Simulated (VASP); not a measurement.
Write the native input for VASP 6.6.1 that does the following.

| Property | Result |
| --- | --- |
| Task | single point |
| Functional | PBE |
| Potentials or basis | VASP PAW PBE potentials, release 64 (Y_sv, Ge_d) |
| Cutoff | 520 eV |
| k mesh | 5 × 5 × 5 |
| Occupations | fermi-dirac, width 0.05 eV |
| Spin | no spin polarisation |
| Further INCAR settings | ALGO = Normal; EDIFF = 1e-07; NBANDS = 57 |

The structure of Y3Ge lies in POSCAR:

```
Y3Ge
1.0
    6.7254400469      0.0000000000      0.0000000000
   -3.3627200235      5.8244019323      0.0000000000
    0.0000000000      0.0000000000      5.3196850000
Y Ge
6 2
Direct
    0.1739415050      0.3478830100      0.2500000000
    0.1739415050      0.8260584950      0.2500000000
    0.6521169900      0.8260584950      0.2500000000
    0.8260584950      0.6521169900      0.7500000000
    0.8260584950      0.1739415050      0.7500000000
    0.3478830100      0.1739415050      0.7500000000
    0.3333333333      0.6666666667      0.7500000000
    0.6666666667      0.3333333333      0.2500000000
```

The cell comes from a database or a generator and needn't be the stable form of this composition.

The input as run:

INCAR

```
SYSTEM = Y3Ge
PREC = Accurate
ENCUT = 520
EDIFF = 1E-7
ISMEAR = -1
SIGMA = 0.05
LREAL = .FALSE.
LASPH = .TRUE.
NELM = 100
ALGO = Normal
ISIF = 2
LWAVE = .FALSE.
LCHARG = .TRUE.
GGA = PE
LELF = .TRUE.
LVHAR = .TRUE.
NBANDS = 57
```

KPOINTS

```
regular mesh
0
G
  5 5 5
  0 0 0
```

Potentials or basis: VASP PAW PBE potentials, release 64 (Y_sv, Ge_d).

Command:

```console
$ cat potpaw_PBE.64/Y_sv/POTCAR potpaw_PBE.64/Ge_d/POTCAR > POTCAR
$ mpirun -np 1 vasp_std > vasp.out
```

Results of the run:

The pressure is -0.3 GPa, the largest force is 0.136 eV/Å and the band gap on the k mesh is none (metal or under the smearing width).

Run time: 5.6 min on 1 thread of AMD EPYC 7R43 64-Core Processor (Zen 3), with other jobs on the host, peak memory 0.33 GiB.
